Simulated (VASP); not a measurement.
Input for VASP

File POSCAR:
```
AuZn
3.1830940
  0.9999998984   0.0000000000   0.0000000000
  0.0000000000   0.9999998984   0.0000000000
  0.0000000000   0.0000000000   0.9999998984
Zn Au
1 1
Cart
  0.4999999492   0.4999999492   0.4999999492
  0.0000000000   0.0000000000   0.0000000000
```

File KPOINTS:
```
Automatic mesh
0
Gamma
 10 10 10
```

INCAR:
```
SYSTEM  =  AuZn
PREC  =  Accurate; ENCUT  =  480; LREAL  =  .FALSE.
LASPH  =  .TRUE.
EDIFF  =  1E-7; NELM  =  100; ALGO  =  Normal
LMAXMIX  =  6
ISMEAR  =  1; SIGMA  =  0.1
GGA  =  PE
ISIF  =  2
LWAVE  =  .FALSE.; LCHARG  =  .FALSE.
```

POTCAR, in this order: Zn Au (PBE.64 set). Program: vasp_std.

Problem. Translate this PBE calculation to Ansatz.

Solution. One equivalent input (not run):
Ansatz 0.2 input:
```yaml
crystal:
  lattice:
    - [3.1830937, 0.0000000, 0.0000000]
    - [0.0000000, 3.1830937, 0.0000000]
    - [0.0000000, 0.0000000, 3.1830937]
  atoms:
    - { symbol: Zn, position: [0.5000000, 0.5000000, 0.5000000] }
    - { symbol: Au, position: [0.0000000, 0.0000000, 0.0000000] }
kpoints:
  mp_grid: { grid: [10, 10, 10] }
hamiltonian:
  xc: pbe
  pseudopotentials: { kind: paw }
scf:
  occupations: { method: methfessel_paxton, width: 0.1 }
  max_iter: 100
output: { forces: true, stress: true, eigenvalues: true }
```
Limits of the translation: each code has its own PAW files, so the cut-off isn't converted (ENCUT is set for VASP's; basis.ecutwfc is left out, and Ansatz then takes the one that its files recommend); Ansatz stops its SCF on the density residual and VASP on the energy change (EDIFF).

The compound is AuZn in the CsCl type structure. It was relaxed first.
